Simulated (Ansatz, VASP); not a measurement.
## NbTe2: VASP beside Ansatz

Aim: how closely do two programs agree when they are given the same cell, functional and k mesh?

Main program and level: Ansatz 0.2.0; plane waves, with VASP 6.6.1 beside it; single point at LDA and band structure at LDA.

**1. The starting structure**

The structure is trigonal, space group P-3m1 (No. 164). The conventional cell has a = 3.720 Å, b = 3.720 Å, c = 7.148 Å, α = 90.00°, β = 90.00°, γ = 120.00°. Nearest to Nb lie 6 Te at 2.81 Å. Te has 3 Nb at 2.81 Å nearest. Farther neighbours and most contacts between anions are not listed.

**2. VASP: single point, LDA**

With cell and atoms fixed, the geometry can't cause a difference; cores, projectors, grids and the points listed under the comparison can.

Lines of VASP's logs that name or quote its potential files are left out, and so is its time.

INCAR

```
SYSTEM = NbTe2
PREC = Accurate
ENCUT = 400
EDIFF = 1E-06
NELM = 100
ISMEAR = -1
SIGMA = 0.05
LREAL = .FALSE.
ALGO = Normal
GGA = CA
NBANDS = 18
LASPH = .TRUE.
LORBIT = 11
LWAVE = .FALSE.
LCHARG = .TRUE.
ISIF = 2
LELF = .TRUE.
LVHAR = .TRUE.
```

POSCAR

```
NbTe2
1.0
    3.7204640793      0.0000000000      0.0000000000
   -1.8602320397      3.2220164065      0.0000000000
    0.0000000000      0.0000000000      7.1482664684
Nb Te
1 2
Direct
    0.0000000000      0.0000000000      0.0000000000
    0.6666666700      0.3333333300      0.7456322300
    0.3333333300      0.6666666700      0.2543677700
```

KPOINTS

```
Automatic mesh
0
Gamma
7 7 3
0 0 0
```

Potentials, in the order of the species: Nb_sv and Te (LDA family, release 64).

Launch:

```bash
$ mpirun -np 4 vasp_std
```

Numbers of over 12 decimals in the logs are rounded to 6 here.

Output:

```text
[banner, memory and clock lines left out]
running    4 mpi-ranks, on    1 nodes
 distrk:  each k-point on    4 cores,    1 groups
 distr:  one band on    1 cores,    4 groups

 POSCAR found type information on POSCAR NbTe
 POSCAR found :  2 types and       3 ions
 LDA part: xc-table for (Slater(with rela. corr.)+CA(PZ))
 , standard interpolation
|                                                                             |
|           W    W    AA    RRRRR   N    N  II  N    N   GGGG   !!!           |
|           W    W   A  A   R    R  NN   N  II  NN   N  G    G  !!!           |
|           W    W  A    A  R    R  N N  N  II  N N  N  G       !!!           |
|           W WW W  AAAAAA  RRRRR   N  N N  II  N  N N  G  GGG   !            |
|           WW  WW  A    A  R   R   N   NN  II  N   NN  G    G                |
|           W    W  A    A  R    R  N    N  II  N    N   GGGG   !!!           |
|                                                                             |
|     The number of bands has been changed from the values supplied in        |
|     The orbitals not found in the WAVECAR file will be initialized with     |
|     random numbers, which is usually adequate. For correlated               |
|     calculations, however, you should redo the groundstate calculation.     |
|     I found NBANDS = 18. Now, NBANDS = 20.                                  |
|                                                                             |

 POSCAR, INCAR and KPOINTS ok, starting setup
 FFT: planning ... GRIDC
 FFT: planning ... GRID_SOFT
 FFT: planning ... GRID
 WAVECAR not read
 entering main loop
       N       E                     dE             d eps       ncg     rms          rms(c)
DAV:   1     0.153700175830E+03    0.15370E+03   -0.96823E+03   832   0.889E+02
DAV:   2    -0.110498680981E+02   -0.16475E+03   -0.16105E+03  1132   0.297E+02
DAV:   3    -0.205553741986E+02   -0.95055E+01   -0.94113E+01  1308   0.576E+01
DAV:   4    -0.209360676996E+02   -0.38069E+00   -0.37841E+00  1184   0.115E+01
DAV:   5    -0.209505811939E+02   -0.14513E-01   -0.14500E-01  1220   0.219E+00    0.971E+00
DAV:   6    -0.203538947630E+02    0.59669E+00   -0.63863E+00  1200   0.139E+01    0.631E+00
DAV:   7    -0.201113275390E+02    0.24257E+00   -0.18954E+00  1120   0.698E+00    0.284E+00
DAV:   8    -0.200641483878E+02    0.47179E-01   -0.17369E-01  1228   0.278E+00    0.689E-01
DAV:   9    -0.200628230903E+02    0.13253E-02   -0.10952E-02  1000   0.616E-01    0.388E-01
DAV:  10    -0.200625625669E+02    0.26052E-03   -0.11470E-03  1232   0.262E-01    0.133E-01
DAV:  11    -0.200625178764E+02    0.44691E-04   -0.29994E-04  1088   0.128E-01    0.499E-02
DAV:  12    -0.200625182303E+02   -0.35390E-06   -0.31011E-05   948   0.360E-02    0.167E-02
DAV:  13    -0.200625181681E+02    0.62163E-07   -0.36542E-06   924   0.111E-02
   1 F= -.20062518E+02 E0= -.20051664E+02  d E =-.217081E-01
```

Parts of OUTCAR (step 2):

```text
ion  position               nearest neighbor table
   1  0.000  0.000  0.000-   2 2.81   3 2.81   3 2.81   2 2.81   2 2.81   3 2.81
   2  0.667  0.333  0.746-   1 2.81   1 2.81   1 2.81
   3  0.333  0.667  0.254-   1 2.81   1 2.81   1 2.81

  LATTYP: Found a hexagonal cell.
 ALAT       =     3.7204640793
 C/A-ratio  =     1.9213373160

 Subroutine GETGRP returns: Found 12 space group operations
 (whereof 12 operations were pure point group operations)

The static configuration has the point symmetry D_3d.

 Found     20 irreducible k-points:

   k-points           NKPTS =     20   k-points in BZ     NKDIM =     20   number of bands    NBANDS=     20

   dimension x,y,z NGX =    24 NGY =   24 NGZ =   48
   dimension x,y,z NGXF=    48 NGYF=   48 NGZF=   96

   ENCUT  =  400.0 eV  29.40 Ry    5.42 a.u.   6.07  6.07 11.66*2*pi/ulx,y,z

   NELECT =      25.0000    total number of electrons

 k-points in reciprocal lattice and weights: Automatic mesh
   0.00000000  0.00000000  0.00000000       0.007
   0.14285714 -0.00000000  0.00000000       0.041
   0.28571429  0.00000000  0.00000000       0.041
   0.42857143 -0.00000000  0.00000000       0.041
   0.14285714  0.14285714  0.00000000       0.041
   0.28571429  0.14285714  0.00000000       0.082
   0.42857143  0.14285714  0.00000000       0.041
   0.28571429  0.28571429  0.00000000       0.041
   0.00000000  0.00000000  0.33333333       0.014
[...]
0.42857143  0.14285714  0.33333333       0.082
   0.28571429  0.28571429  0.33333333       0.082

 average (electrostatic) potential at core
       1 -82.1226       2 -88.1715       3 -88.1715

 E-fermi :   6.9156

 k-point     1 :       0.0000    0.0000    0.0000
  band No.  band energies     occupation
    ...
      9       4.7117      2.00000
     10       6.2554      2.00000
     11       6.4374      1.99986
     12       6.8899      1.25157
     13       6.8899      1.25157
     14       7.8456      0.00000
     15       7.8456      0.00000
     16      10.3828      0.00000
     17      10.3828      0.00000
     18      11.9593      0.00000
    ...

 k-point     2 :       0.1429   -0.0000    0.0000
  band No.  band energies     occupation
    ...
      9       4.7900      2.00000
     10       5.5727      2.00000
     11       6.3633      1.99997
     12       6.3949      1.99994
     13       6.5347      1.99902
     14       7.6487      0.00000
     15       8.1778      0.00000
     16       9.7067      0.00000
     17      10.2590      0.00000
     18      12.8085      0.00000
    ...

 k-point     3 :       0.2857    0.0000    0.0000
  band No.  band energies     occupation
    ...
      9       3.5542      2.00000
     10       4.7548      2.00000
     11       5.5272      2.00000
     12       5.9879      2.00000
     13       6.3034      1.99999
     14       7.9203      0.00000
     15       8.2032      0.00000
     16      10.1822      0.00000
     17      10.3967      0.00000
     18      12.5141      0.00000
    ...

  Total       -2.9978153     -2.9978153     -2.3516227      0.0000000      0.0000000      0.0000000
  in kB      -56.0518378    -56.0518378    -43.9696116      0.0000000      0.0000000      0.0000000
  external PRESSURE =     -52.0244291 kB  Pullay stress =       0.0000000 kB

  energy-cutoff  :      400.00
  volume of cell :       85.69
      direct lattice vectors                 reciprocal lattice vectors
     3.720464079  0.000000000  0.000000000     0.268783673  0.155182326  0.000000000
    -1.860232040  3.222016406  0.000000000     0.000000000  0.310364652  0.000000000
     0.000000000  0.000000000  7.148266468     0.000000000  0.000000000  0.139894057

 POSITION                                       TOTAL-FORCE (eV/Angst)
 -----------------------------------------------------------------------------------
      0.00000      0.00000      0.00000         0.000000      0.000000      0.000000
      1.86023      1.07401      5.32998        -0.000000      0.000000      0.272869
     -0.00000      2.14801      1.81829         0.000000     -0.000000     -0.272869
 -----------------------------------------------------------------------------------
    total drift:                                0.000000      0.000000      0.000000

  FREE ENERGIE OF THE ION-ELECTRON SYSTEM (eV)
  ---------------------------------------------------
  free  energy   TOTEN  =       -20.0625181681 eV

  energy  without entropy=      -20.0408100470  energy(sigma->0) =      -20.05166411

 total charge
# of ion       s       p       d       tot
------------------------------------------
    1        2.148   5.995   2.437  10.580
    2        1.389   1.979   0.051   3.419
    3        1.389   1.979   0.051   3.419
--------------------------------------------------
tot          4.927   9.952   2.540  17.418

[... 3 further parts left out ...]
```

This run has no spin polarisation. Its electron count is odd, so without a moment it is a metal by construction. At this level the cell is under a tension of 5.2 GPa, so at these settings it is away from equilibrium.

**3. Ansatz: single point, LDA**

Ansatz runs on its default PAW (the set named soft_2) files.

The same cell, functional (in two slightly different forms), mesh and smearing now go to Ansatz, which takes its cutoff from its data sets.

input.yaml

```yaml
crystal:
  lattice:
    - [3.7204640793, 0.0, 0.0]
    - [-1.8602320397, 3.2220164065, 0.0]
    - [0.0, 0.0, 7.1482664684]
  atoms:
    - { symbol: Nb, position: [0.0, 0.0, 0.0] }
    - { symbol: Te, position: [0.66666667, 0.33333333, 0.74563223] }
    - { symbol: Te, position: [0.33333333, 0.66666667, 0.25436777] }
hamiltonian:
  xc: lda
  pseudopotentials: { kind: paw }
kpoints:
  mp_grid: { grid: [7, 7, 3] }
scf:
  occupations: { method: fermi_dirac, width: 0.05 }
  n_extra_bands: 4
output:
  forces: true
  stress: true
  eigenvalues: true
```

Launch:

```bash
$ ansatz run input.yaml --threads 2 --pin off --max-ram 4608MiB --backend cpu --events-out ev --progress --plain --runs-dir out
```

Output:

```text
scf.n_extra_bands = 4 over 23 filled bands (N_el = 45.0): the run solves 27 bands
Engine: ansatz 0.2.0, x86_64-unknown-linux-gnu
Pseudopotentials: kind: paw
Pseudopotential: Nb, paw, valence charge 13, recommended cutoff 420 eV (normal), Nb.paw.azcp
Pseudopotential: Te, paw, valence charge 16, recommended cutoff 420 eV (normal), Te.paw.azcp
Functional definition: SPW92
  exchange = slater_x
  correlation = pw_c
Crystal: 3 atoms, lattice volume = 85.689 Å³
Basis set: ecut = 420 eV, 1703 PW (Γ)
Bands: 27, of which v1, the nominal top of the filled ones, is band 23 counted from 1 (22 counted from 0)
Symmetry: 12 space group operations
Space group: P-3m1 (ITA 164), of the structure as read, at distance tolerance 4.4e-5 Å
k-points: 20 of 147
Non-local potential: Nb, projectors of the file, l = 0: 3, l = 1: 2, l = 2: 2, l = 3: 1
Non-local potential: Te, projectors of the file, l = 0: 2, l = 1: 2, l = 2: 2, l = 3: 2
PAW form: soft (Blöchl's): semilocal exchange-correlation on the pseudo side does not see the compensation charge
PAW frozen core: Nb, regenerated for the run's functional, and the local potential with it (the file was generated under x = pbe(κ = 0.804, μ = 0.219515), c = pbe(β = 0.066725))
PAW frozen core: Te, regenerated for the run's functional, and the local potential with it (the file was generated under x = pbe(κ = 0.804, μ = 0.219515), c = pbe(β = 0.066725))
PAW one-centre angular grid: Nb, 590 points (default); XC on 64 Gauss nodes
PAW one-centre angular grid: Te, 590 points (default); XC on 64 Gauss nodes
Initial density: superposition of atomic densities (neutral atoms: chi_scale 0, normalization atom), corrected by the library's trained network
Initial wavefunctions: pseudopotential atomic-orbital guess
Functional: x = slater, c = lda
SCF iter   1: F=—  HF=-18098.191000 eV  |F-HF|=—  |Δ(HF+E_count)|=         —  Δρ=5.31e-3  dr2=1.00e-2  ethr=1.77e-3  ⟨swp⟩=6.2  Hψ=2458  notcnv=0
preconditioner: auto → LDOS  [metal: Δε(μ)=0.058 eV  Ē_g=6.621 eV  σ=0.050 eV  W_gap=0.28  n_scr=22 (ndim 8)  ℏωp=16.5 eV  f_vac=0.034  D(μ)=2.79/eV (n_scr^D=22)  β→1.0]
SCF iter   2: F=—  HF=-18098.187461 eV  |F-HF|=—  |Δ(HF+E_count)|=   3.54e-3  Δρ=1.30e-3  dr2=1.28e-3  ethr=2.23e-5  ⟨swp⟩=2.0  Hψ=1192  notcnv=0
SCF iter   3: F=—  HF=-18098.187054 eV  |F-HF|=—  |Δ(HF+E_count)|=   4.07e-4  Δρ=5.02e-4  dr2=3.36e-4  ethr=2.84e-6  ⟨swp⟩=2.0  Hψ=969  notcnv=0
SCF iter   4: F=—  HF=-18098.186978 eV  |F-HF|=—  |Δ(HF+E_count)|=   7.65e-5  Δρ=1.57e-4  dr2=2.45e-5  ethr=7.46e-7  ⟨swp⟩=2.0  Hψ=966  notcnv=0
SCF iter   5: F=—  HF=-18098.186972 eV  |F-HF|=—  |Δ(HF+E_count)|=   5.47e-6  Δρ=4.45e-5  dr2=1.39e-6  ethr=5.44e-8  ⟨swp⟩=2.0  Hψ=973  notcnv=0
SCF iter   6: F=—  HF=-18098.186972 eV  |F-HF|=—  |Δ(HF+E_count)|=   3.30e-7  Δρ=1.34e-5  dr2=1.82e-7  ethr=3.10e-9  ⟨swp⟩=2.0  Hψ=962  notcnv=0
SCF iter   7: F=-18098.186972 eV  HF=-18098.186972 eV  |F-HF|=3.78e-10  |Δ(HF+E_count)|=   2.01e-8  Δρ=2.08e-6  dr2=2.92e-9  ethr=2.22e-10  ⟨swp⟩=5.6  Hψ=2080  notcnv=0
SCF 1 converged in 7 iterations: F = -18098.186972 eV  dr2 = 2.92e-9
  greatest PAW one-centre occupation: 0.999 electrons in one spin orbital (limit 2), on the Te atom at site 2 (counted from 0), in its partial waves of l = 2
SCF converged after 7 iterations
Free energy (F): -18098.186972 eV
Harris-Foulkes:  -18098.186972 eV  (|F-HF|=3.78e-10)
Internal energy: -18098.165110 eV  (E = F + TS)
E sigma→0 (E₀):  -18098.176041 eV
Entropy (-TS):   -0.021862 eV (-7.287 meV/atom)
Fermi energy:    10.381934 eV
--- Per-component energies (eV) ---
  E_band       = -643.667459
  E_kinetic    = 755.696594
  E_local      = -3726.772929  (includes V_loc(G=0)·N_el)
  E_nonlocal   = -484.581928
  E_hartree    = 2054.872246
  E_xc         = -421.020022
  E_vxc        = -420.946936  (∫ρ·V_xc dr)
  E_paw        = -11985.801220  (= ΣΔE_a)
  E_vpaw       = -876.804609  (= ΣTr[D̂ρ^β])
  E_aug_tail   = -0.000357  (compensation charges beyond the density's cutoff)
  E_ewald      = -4292.340511
  E_core_change = 1.783017  (= ΣΔE_core)
  E_smearing   = -0.021862  (= −TS)
  E_closure    = 0.000000  (closes the sum)
  Σ components = -18098.186972   (vs F -18098.186972, Δ=0.00e0)
--- Forces (eV/Å), atoms counted from 1 ---
  atom   1  Nb     0.00000000    -0.00000000     0.00000000
  atom   2  Te     0.00000000     0.00000000     0.29603162
  atom   3  Te    -0.00000000    -0.00000000    -0.29603162
  max |Σ_I F_I| component: 1.16e-18 eV/Å
--- Stress (GPa, compression-positive) ---
       -5.515722       0.000000      -0.000000
       -0.000000      -5.515722      -0.000000
       -0.000000      -0.000000      -4.360015
  P = ⅓ Tr σ = -5.1305 GPa (-51.305 kbar)
--- Band table (eV; the first three rows and the last of 20) ---
  k-point 0: bands = [... 19 lower, 9.7092, 9.9069, 10.3629, 10.3629, 11.2994, 11.2994, 13.8375, 13.8375]
  k-point 1: bands = [... 19 lower, 8.2016, 10.3590, 10.3590, 10.7021, 11.1904, 11.1904, 14.0324, 14.0324]
  k-point 2: bands = [... 19 lower, 9.0341, 9.8326, 9.8483, 10.0000, 11.1089, 11.6359, 13.1708, 13.7173]
  k-point 19: bands = [... 19 lower, 7.3553, 7.8186, 7.9773, 10.9877, 11.1528, 11.8280, 12.9645, 14.0270]
```

Wall time 1.2 s (2 threads of Intel Xeon Platinum 8488C (Sapphire Rapids), shared host); peak memory 0.43 GiB.

The run ends at a pressure of -5.13 GPa, with forces up to 0.30 eV/Å.

**4. Differences**

Known differences besides the potentials themselves: the two LDA forms differ slightly; the data sets hold 45 valence electrons in Ansatz (default PAW (the set named soft_2) files) and 25 in VASP; the cutoff is 420 eV in Ansatz and 400 eV in VASP; VASP's log shows a relativistic correction to its local exchange, Ansatz's none. Total energies have different zeros and are not compared.

The two programs side by side:

```csv
quantity,Ansatz,VASP,difference
pressure (GPa),-5.13,-5.20,+0.07
```

Forces (eV/Å; atoms numbered as in POSCAR):

```csv
atom,"Ansatz x, y, z","VASP x, y, z"
Nb1,"0.000, 0.000, 0.000","0.000, 0.000, 0.000"
Te2,"0.000, 0.000, 0.296","0.000, 0.000, 0.273"
Te3,"0.000, 0.000, -0.296","0.000, 0.000, -0.273"
```

The forces differ by 11 meV/Å r.m.s., which is 8.5 % of the r.m.s. force of 0.13 eV/Å (both taken over all components). Ansatz's pressure holds a Pulay correction of 0.03 GPa; VASP's holds none.

**5. Other set-ups**

Further runs change the set-up of one program: Ansatz's method, potentials or start, or VASP's data sets, cutoff or form of LDA. The table gives Ansatz less VASP for each quantity, since a change that brings one quantity closer may part another.

```csv
run,r.m.s. force difference (meV/Å),pressure (GPa)
as above,11,0.072
Ansatz's all-electron LAPW method,10,0.084
```

[end of part 1 of 2]

[Lines on the potential files, build, host, timing and source positions are cut from VASP's logs without a mark.]

[Logs are printed without paths, hosts, clocks, repeated set-up lines and the standing remarks that a program may print on its own settings, such as how far it seeks lower states.]

[Hosts, paths, dates, database ids (printed as entryN), source tags and the programs' standing remarks are cut or masked in the printed files.]
